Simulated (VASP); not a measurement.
A convergence study with VASP on CaF$_{2}$ (fluorite): a few settings are varied, all else stays as given below, so the limit is that of these other settings.

```
CaF2
1.0
    0.00000     2.73000     2.73000
    2.73000     0.00000     2.73000
    2.73000     2.73000     0.00000
Ca F
1 2
Direct
  0.00000   0.00000   0.00000
  0.25000   0.25000   0.25000
  0.75000   0.75000   0.75000
```

Method: PBE GGA, VASP's PBE PAW potentials (set 64) (plane waves; VASP). The last row used: 700 eV cut-off, 14×14×14 Γ-centred mesh, second-order Methfessel-Paxton smearing of 0.40 eV, potentials Ca_sv F.

```tsv
setting	E (eV/atom)	pressure (GPa)	irreducible k-points
ISMEAR = -1, SIGMA = 0.01, 4×4×4 mesh	-5.7794	2.41	8
ISMEAR = -1, SIGMA = 0.2, 4×4×4 mesh	-5.7794	2.41	8
ISMEAR = 0, SIGMA = 0.01, 4×4×4 mesh	-5.7794	2.41	8
ISMEAR = 0, SIGMA = 0.2, 4×4×4 mesh	-5.7794	2.41	8
ISMEAR = 1, SIGMA = 0.01, 4×4×4 mesh	-5.7794	2.41	8
ISMEAR = 1, SIGMA = 0.2, 4×4×4 mesh	-5.7796	2.38	8
ISMEAR = 2, SIGMA = 0.01, 4×4×4 mesh	-5.7794	2.41	8
ISMEAR = 2, SIGMA = 0.2, 4×4×4 mesh	-5.7794	2.41	8
ISMEAR = -1, SIGMA = 0.05, 8×8×8 mesh	-5.7793	2.40	29
ISMEAR = -1, SIGMA = 0.2, 8×8×8 mesh	-5.7793	2.40	29
ISMEAR = 0, SIGMA = 0.05, 8×8×8 mesh	-5.7793	2.40	29
ISMEAR = 0, SIGMA = 0.2, 8×8×8 mesh	-5.7793	2.40	29
ISMEAR = 1, SIGMA = 0.05, 8×8×8 mesh	-5.7793	2.40	29
ISMEAR = 1, SIGMA = 0.2, 8×8×8 mesh	-5.7796	2.36	29
ISMEAR = 2, SIGMA = 0.05, 8×8×8 mesh	-5.7793	2.40	29
ISMEAR = 2, SIGMA = 0.2, 8×8×8 mesh	-5.7796	2.38	29
ISMEAR = -1, SIGMA = 0.05, 14×14×14 mesh	-5.7793	2.40	104
ISMEAR = -1, SIGMA = 0.4, 14×14×14 mesh	-5.7793	2.40	104
ISMEAR = 0, SIGMA = 0.05, 14×14×14 mesh	-5.7793	2.40	104
ISMEAR = 0, SIGMA = 0.4, 14×14×14 mesh	-5.7793	2.40	104
ISMEAR = 1, SIGMA = 0.05, 14×14×14 mesh	-5.7793	2.40	104
ISMEAR = 1, SIGMA = 0.4, 14×14×14 mesh	-5.7760	2.29	104
ISMEAR = 2, SIGMA = 0.05, 14×14×14 mesh	-5.7793	2.40	104
ISMEAR = 2, SIGMA = 0.4, 14×14×14 mesh	-5.7771	2.31	104
```

Left out are rungs that failed or repeat a setting and relaxations that didn't move; long series are thinned to 24 rows.

The compound is CaF2 in the fluorite structure. The cell was not relaxed at this level.
